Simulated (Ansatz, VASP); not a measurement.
## LiSi2N2: VASP beside Ansatz

```
CELL_PARAMETERS angstrom
2.58852 0.00000 0.00000
0.00000 5.02422 0.00000
0.00000 0.00000 6.09361
ATOMIC_POSITIONS crystal
Li 0.00000 0.50000 0.50000
Si 0.00000 0.00000 0.79956
Si 0.00000 0.00000 0.20044
N 0.00000 0.13456 0.50000
N 0.00000 0.86544 0.50000
```

Alike in both runs: functional PBE; k mesh 6 × 4 × 4; occupations gaussian, width 0.1 eV; no spin polarisation.

Ansatz relaxed the structure, and its values are those at the end. VASP's run is a single point on that final structure, the one shown.

|  | VASP | Ansatz |
| --- | --- | --- |
| version | VASP 6.6.1 | Ansatz 0.2.0 |
| potentials or method | VASP PAW PBE potentials, release 64 (Li_sv, Si, N) | scalar-relativistic, plane waves, PAW |
| plane-wave cutoff (eV) | 520 | 420 |
| valence electrons in the cell | 21 | 21 |

Ansatz gave:

| Item | Value |
| --- | --- |
| gap on the k mesh at the Fermi level (eV) | none |
| rms of the force components (eV/Å) | 0.012 |

Estimate VASP's values.

gap on the k mesh at the Fermi level (eV): none; rms of the force components (eV/Å): 0.032.

A gap of «none» marks a metal or a gap that the smearing closes.

Caveats: the k mesh is coarse (spacing up to 0.40 Å⁻¹), so the values aren't converged.
